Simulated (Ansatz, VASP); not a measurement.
# MnS: VASP beside Ansatz

Aim: how closely do two programs agree when they are given the same cell, functional and k mesh?

Method: plane waves, with VASP 6.6.1 beside it; single point at LDA, DFT+U, in Ansatz 0.2.0.

The database entry behind the starting cell differs from later determinations by our own check (an axis about 0.2 % short against later determinations), so it need not match the best structure at ambient conditions.

## 1. Starting point

Symmetry: Fm-3m, No. 225, cubic system. Conventional cell: a = 5.209 Å, b = 5.209 Å, c = 5.209 Å, α = 90.00°, β = 90.00°, γ = 90.00°. Nearest to Mn lie 6 S at 2.60 Å. S has 6 Mn at 2.60 Å nearest. Farther neighbours and most contacts between anions are not listed.

## 2. VASP: single point, LDA, DFT+U

A single point gives forces, pressure and levels at one fixed geometry, so differences don't come from the geometry; what else differs is listed under the comparison.

Lines of VASP's logs that name or quote its potential files are left out, and so is its time.

Input file INCAR:

```
SYSTEM = MnS
PREC = Accurate
ENCUT = 400
EDIFF = 1E-06
NELM = 100
ISMEAR = -1
SIGMA = 0.05
LREAL = .FALSE.
ALGO = Normal
GGA = CA
NBANDS = 27
ISPIN = 2
MAGMOM = 4 -4 0 0
LDAU = .TRUE.
LDAUTYPE = 2
LDAUL = 2 -1
LDAUU = 4 0
LDAUJ = 0 0
LDAUPRINT = 1
LASPH = .TRUE.
LMAXMIX = 4
LORBIT = 11
LWAVE = .FALSE.
LCHARG = .FALSE.
KPAR = 4
ISIF = 2
```

Input file POSCAR:

```
MnS
1.0
    0.0000000000      5.2090000000      5.2090000000
    2.6045000000      2.6045000000      5.2090000000
    2.6045000000      2.6045000000      0.0000000000
Mn S
2 2
Direct
    0.0000000000      0.0000000000      0.0000000000
    0.5000000000      0.0000000000      0.0000000000
    0.0000000000      0.5000000000      0.5000000000
    0.5000000000      0.5000000000      0.5000000000
```

Input file KPOINTS:

```
Automatic mesh
0
Gamma
7 7 7
0 0 0
```

Potentials, in the order of the species: Mn_pv and S (PBE family, release 64).

On the command line:

```console
> mpirun -np 4 vasp_std
```

Numbers of over 12 decimals in the logs are rounded to 6 here.

What it wrote:

```text
[banner, memory and clock lines left out]
running    4 mpi-ranks, on    1 nodes
 distrk:  each k-point on    1 cores,    4 groups
 distr:  one band on    1 cores,    1 groups

 POSCAR found type information on POSCAR MnS
 POSCAR found :  2 types and       4 ions
|                                                                             |
|               ----> ADVICE to this user running VASP <----                  |
|                                                                             |
|     You enforced a specific xc type in the INCAR file but a different       |
|     [... a line on the potential file left out ...]
|     I HOPE YOU KNOW WHAT YOU ARE DOING!                                     |
|                                                                             |

 LDA part: xc-table for (Slater(with rela. corr.)+CA(PZ))
 , standard interpolation
 POSCAR, INCAR and KPOINTS ok, starting setup
 FFT: planning ... GRIDC
 FFT: planning ... GRID_SOFT
 FFT: planning ... GRID
 WAVECAR not read
 entering main loop
       N       E                     dE             d eps       ncg     rms          rms(c)
DAV:   1     0.333554583864E+03    0.33355E+03   -0.18383E+04  4736   0.126E+03
DAV:   2    -0.133977490680E+01   -0.33489E+03   -0.32330E+03  4410   0.376E+02
DAV:   3    -0.260493014832E+02   -0.24710E+02   -0.24284E+02  4999   0.106E+02
DAV:   4    -0.267159863698E+02   -0.66668E+00   -0.66336E+00  5051   0.175E+01
DAV:   5    -0.267279511739E+02   -0.11965E-01   -0.11961E-01  5048   0.263E+00    0.156E+01
DAV:   6    -0.267971038023E+02   -0.69153E-01   -0.21576E+01  4505   0.460E+01    0.171E+01
DAV:   7    -0.275513450503E+02   -0.75424E+00   -0.26914E+00  4558   0.137E+01    0.916E+00
DAV:   8    -0.275261453045E+02    0.25200E-01   -0.26983E-01  5011   0.439E+00    0.514E+00
DAV:   9    -0.275320435815E+02   -0.58983E-02   -0.39185E-02  4825   0.203E+00    0.491E-01
DAV:  10    -0.275342154337E+02   -0.21719E-02   -0.11221E-02  5201   0.137E+00    0.289E-01
DAV:  11    -0.275344411707E+02   -0.22574E-03   -0.12675E-03  5192   0.244E-01    0.142E-01
DAV:  12    -0.275344807369E+02   -0.39566E-04   -0.10647E-04  5078   0.883E-02    0.578E-02
DAV:  13    -0.275344879295E+02   -0.71926E-05   -0.11616E-05  5081   0.279E-02    0.207E-02
DAV:  14    -0.275344879652E+02   -0.35759E-07   -0.16605E-06  3195   0.948E-03
   1 F= -.27534488E+02 E0= -.27534486E+02  d E =-.319565E-05  mag=     0.0000
```

From OUTCAR (step 2):

```text
ion  position               nearest neighbor table
   1  0.000  0.000  0.000-   3 2.60   3 2.60   4 2.60   4 2.60   4 2.60   4 2.60
   2  0.500  0.000  0.000-   4 2.60   3 2.60   4 2.60   3 2.60   3 2.60   3 2.60
   3  0.000  0.500  0.500-   1 2.60   1 2.60   2 2.60   2 2.60   2 2.60   2 2.60
   4  0.500  0.500  0.500-   2 2.60   1 2.60   2 2.60   1 2.60   1 2.60   1 2.60

  LATTYP: Found a simple tetragonal cell.
 ALAT       =     3.6833192232
 C/A-ratio  =     1.4142135624

 Subroutine GETGRP returns: Found 16 space group operations
 (whereof 16 operations were pure point group operations)

The static configuration has the point symmetry D_4h.

 Found     40 irreducible k-points:

   k-points           NKPTS =     40   k-points in BZ     NKDIM =     40   number of bands    NBANDS=     27

   dimension x,y,z NGX =    48 NGY =   42 NGZ =   24
   dimension x,y,z NGXF=    96 NGYF=   84 NGZF=   48

   ENCUT  =  400.0 eV  29.40 Ry    5.42 a.u.  12.01 10.40  6.01*2*pi/ulx,y,z

   NELECT =      38.0000    total number of electrons

 k-points in reciprocal lattice and weights: Automatic mesh
   0.00000000  0.00000000  0.00000000       0.003
   0.14285714  0.00000000  0.00000000       0.012
   0.28571429  0.00000000  0.00000000       0.012
   0.42857143  0.00000000  0.00000000       0.012
   0.00000000  0.14285714  0.00000000       0.023
   0.14285714  0.14285714  0.00000000       0.006
   0.42857143  0.14285714  0.00000000       0.023
  -0.42857143  0.14285714  0.00000000       0.023
   0.00000000  0.28571429  0.00000000       0.023
[...]
-0.28571429  0.28571429  0.42857143       0.023
   0.00000000  0.42857143  0.42857143       0.012

atom =   1  type =  1  l = 2

 onsite density matrix

spin component  1

  0.9321  0.0000 -0.0000 -0.0000 -0.0000
  0.0000  0.9299 -0.0000  0.0000  0.0000
 -0.0000 -0.0000  0.9533  0.0000  0.0000
 -0.0000  0.0000  0.0000  0.9299  0.0000
 -0.0000  0.0000  0.0000  0.0000  0.9533

spin component  2

  0.0181  0.0000 -0.0000 -0.0000 -0.0000
  0.0000  0.0199  0.0000 -0.0000  0.0000
 -0.0000  0.0000  0.0846 -0.0000  0.0000
 -0.0000 -0.0000 -0.0000  0.0199 -0.0000
 -0.0000  0.0000  0.0000 -0.0000  0.0880

 occupancies and eigenvectors

  o =  0.0181  v =  0.0000  0.0000  0.0000  0.0000  0.0000  1.0000 -0.0000  0.0000  0.0000  0.0000      0.0000  0.0000  0.0000  0.0000  0.0000  0.0000  0.0000  0.0000  0.0000  0.0000
  o =  0.0199  v =  0.0000  0.0000  0.0000  0.0000  0.0000  0.0000  0.6085  0.0000  0.7935  0.0000      0.0000  0.0000  0.0000  0.0000  0.0000  0.0000  0.0000  0.0000  0.0000  0.0000
  o =  0.0199  v =  0.0000  0.0000  0.0000  0.0000  0.0000 -0.0000 -0.7935 -0.0000  0.6085  0.0000      0.0000  0.0000  0.0000  0.0000  0.0000  0.0000  0.0000  0.0000  0.0000  0.0000
  o =  0.0846  v =  0.0000  0.0000  0.0000  0.0000  0.0000 -0.0000 -0.0000  1.0000  0.0000 -0.0000      0.0000  0.0000  0.0000  0.0000  0.0000  0.0000  0.0000  0.0000  0.0000  0.0000
  o =  0.0880  v =  0.0000  0.0000  0.0000  0.0000  0.0000  0.0000  0.0000 -0.0000  0.0000 -1.0000      0.0000  0.0000  0.0000  0.0000  0.0000  0.0000  0.0000  0.0000  0.0000  0.0000
  o =  0.9299  v =  0.0000  0.4692  0.0000  0.8831 -0.0000  0.0000  0.0000  0.0000  0.0000  0.0000      0.0000  0.0000  0.0000  0.0000  0.0000  0.0000  0.0000  0.0000  0.0000  0.0000
  o =  0.9299  v =  0.0000  0.8831  0.0000 -0.4692 -0.0000  0.0000  0.0000  0.0000  0.0000  0.0000      0.0000  0.0000  0.0000  0.0000  0.0000  0.0000  0.0000  0.0000  0.0000  0.0000
[...]
0.0000  0.0000 -0.0000  0.0000  0.0880

spin component  2

 occupancies and eigenvectors

  o =  0.0181  v =  1.0000 -0.0000  0.0000  0.0000 -0.0000  0.0000  0.0000  0.0000  0.0000  0.0000      0.0000  0.0000  0.0000  0.0000  0.0000  0.0000  0.0000  0.0000  0.0000  0.0000
  o =  0.0199  v =  0.0000  0.8702 -0.0000  0.4927  0.0000  0.0000  0.0000  0.0000  0.0000  0.0000      0.0000  0.0000  0.0000  0.0000  0.0000  0.0000  0.0000  0.0000  0.0000  0.0000
  o =  0.0199  v = -0.0000 -0.4927  0.0000  0.8702  0.0000  0.0000  0.0000  0.0000  0.0000  0.0000      0.0000  0.0000  0.0000  0.0000  0.0000  0.0000  0.0000  0.0000  0.0000  0.0000
  o =  0.0846  v = -0.0000  0.0000  1.0000  0.0000  0.0000  0.0000  0.0000  0.0000  0.0000  0.0000      0.0000  0.0000  0.0000  0.0000  0.0000  0.0000  0.0000  0.0000  0.0000  0.0000
  o =  0.0880  v =  0.0000 -0.0000 -0.0000 -0.0000  1.0000  0.0000  0.0000  0.0000  0.0000  0.0000      0.0000  0.0000  0.0000  0.0000  0.0000  0.0000  0.0000  0.0000  0.0000  0.0000
  o =  0.9299  v =  0.0000  0.0000  0.0000  0.0000  0.0000  0.0000  0.4604  0.0000  0.8877  0.0000      0.0000  0.0000  0.0000  0.0000  0.0000  0.0000  0.0000  0.0000  0.0000  0.0000
  o =  0.9299  v =  0.0000  0.0000  0.0000  0.0000  0.0000  0.0000  0.8877  0.0000 -0.4604  0.0000      0.0000  0.0000  0.0000  0.0000  0.0000  0.0000  0.0000  0.0000  0.0000  0.0000
  o =  0.9321  v =  0.0000  0.0000  0.0000  0.0000  0.0000  1.0000  0.0000  0.0000  0.0000  0.0000      0.0000  0.0000  0.0000  0.0000  0.0000  0.0000  0.0000  0.0000  0.0000  0.0000
  o =  0.9533  v =  0.0000  0.0000  0.0000  0.0000  0.0000  0.0000  0.0000 -1.0000  0.0000 -0.0000      0.0000  0.0000  0.0000  0.0000  0.0000  0.0000  0.0000  0.0000  0.0000  0.0000
  o =  0.9533  v =  0.0000  0.0000  0.0000  0.0000  0.0000  0.0000 -0.0000 -0.0000 -0.0000  1.0000      0.0000  0.0000  0.0000  0.0000  0.0000  0.0000  0.0000  0.0000  0.0000  0.0000

 average (electrostatic) potential at core
       1 -68.2820       2 -68.2820       3 -84.9715       4 -84.9715

 E-fermi :   6.5607

 spin component 1
 k-point     1 :       0.0000    0.0000    0.0000
  band No.  band energies     occupation
    ...
     15       3.2108      1.00000
     16       3.2108      1.00000
     17       4.8428      1.00000
     18       4.8435      1.00000
     19       4.8435      1.00000
     20       7.0335      0.00008
     21       7.4732      0.00000
     22       8.1296      0.00000
     23       8.5330      0.00000
     24       8.5330      0.00000
    ...

 k-point     2 :       0.1429    0.0000    0.0000
  band No.  band energies     occupation
    ...
     15       2.7126      1.00000
     16       3.4376      1.00000
     17       4.0333      1.00000
     18       4.6735      1.00000
     19       4.9087      1.00000
     20       7.4273      0.00000
     21       8.1570      0.00000
     22       8.5079      0.00000
     23       8.5588      0.00000
     24       8.5853      0.00000
    ...

 k-point     3 :       0.2857    0.0000    0.0000
  band No.  band energies     occupation
    ...
     15       1.9563      1.00000
     16       3.1314      1.00000
     17       3.5629      1.00000
     18       4.2252      1.00000
     19       5.3772      1.00000
     20       8.1145      0.00000
     21       8.5243      0.00000
     22       8.6183      0.00000
     23       8.7414      0.00000
     24       9.4287      0.00000
    ...

 k-point     4 :       0.4286    0.0000    0.0000
  band No.  band energies     occupation
    ...
     15       2.2744      1.00000
     16       2.8959      1.00000
     17       3.5004      1.00000
     18       3.7360      1.00000
     19       5.9653      0.99999
     20       8.5397      0.00000
     21       8.6680      0.00000
     22       8.9100      0.00000
     23       8.9106      0.00000
     24      10.3827      0.00000
    ...

 k-point     5 :       0.0000    0.1429    0.0000
  band No.  band energies     occupation
    ...
     15       2.8758      1.00000
     16       3.5230      1.00000
     17       3.6566      1.00000
     18       4.8302      1.00000
     19       4.8910      1.00000
     20       7.4433      0.00000
     21       8.2735      0.00000
     22       8.4815      0.00000
     23       8.6775      0.00000
     24       8.6780      0.00000
    ...

 k-point     6 :       0.1429    0.1429    0.0000
  band No.  band energies     occupation
    ...
     15       3.2886      1.00000
     16       3.2886      1.00000
     17       4.5452      1.00000
     18       4.7655      1.00000
     19       4.7655      1.00000
     20       7.0362      0.00007
     21       7.7646      0.00000
     22       8.1291      0.00000
     23       8.6339      0.00000
     24       8.6340      0.00000
    ...

  Total       -1.7071398     -1.7071398     -1.6480683      0.0000000      0.0000000     -0.0000000
  in kB      -38.7031742    -38.7031742    -37.3639446      0.0000000      0.0000000     -0.0000000
  external PRESSURE =     -38.2567643 kB  Pullay stress =       0.0000000 kB

  energy-cutoff  :      400.00
  volume of cell :       70.67
      direct lattice vectors                 reciprocal lattice vectors
     0.000000000  5.209000000  5.209000000    -0.191975427  0.191975427  0.000000000
     2.604500000  2.604500000  5.209000000     0.191975427 -0.191975427  0.191975427
     2.604500000  2.604500000  0.000000000     0.191975427  0.191975427 -0.191975427

 POSITION                                       TOTAL-FORCE (eV/Angst)
 -----------------------------------------------------------------------------------
      0.00000      0.00000      0.00000        -0.000000     -0.000000      0.000000
      0.00000      2.60450      2.60450         0.000000      0.000000     -0.000000
      2.60450      2.60450      2.60450        -0.000000      0.000000      0.000000
      2.60450      5.20900      5.20900         0.000000     -0.000000      0.000000
 -----------------------------------------------------------------------------------
    total drift:                                0.000000      0.000000      0.000000

  FREE ENERGIE OF THE ION-ELECTRON SYSTEM (eV)
  ---------------------------------------------------
  free  energy   TOTEN  =       -27.5344879652 eV

  energy  without entropy=      -27.5344847696  energy(sigma->0) =      -27.53448637

 total charge
# of ion       s       p       d       tot
------------------------------------------
    1        0.230   6.180   4.910  11.320
    2        0.230   6.180   4.910  11.320
    3        1.312   2.416   0.000   3.728
    4        1.312   2.416   0.000   3.728
--------------------------------------------------
tot          3.084  17.192   9.821  30.097

 magnetization (x)
# of ion       s       p       d       tot
------------------------------------------
    1        0.033   0.031   4.458   4.521
    2       -0.033  -0.031  -4.458  -4.521
    3       -0.006  -0.027   0.000  -0.034
    4        0.006   0.027   0.000   0.034
--------------------------------------------------
tot          0.000   0.000   0.000   0.000

[... 1 further part left out ...]
```

At this level the cell is under a tension of 3.8 GPa, so at these settings it is away from equilibrium.

(Part 1 of 2 ends here.)

[Lines on the potential files, build, host, timing and source positions are cut from VASP's logs without a mark.]

[Logs are printed without paths, hosts, clocks, repeated set-up lines and the standing remarks that a program may print on its own settings, such as how far it seeks lower states.]

[Hosts, paths, dates, database ids (printed as entryN), source tags and the programs' standing remarks are cut or masked in the printed files.]
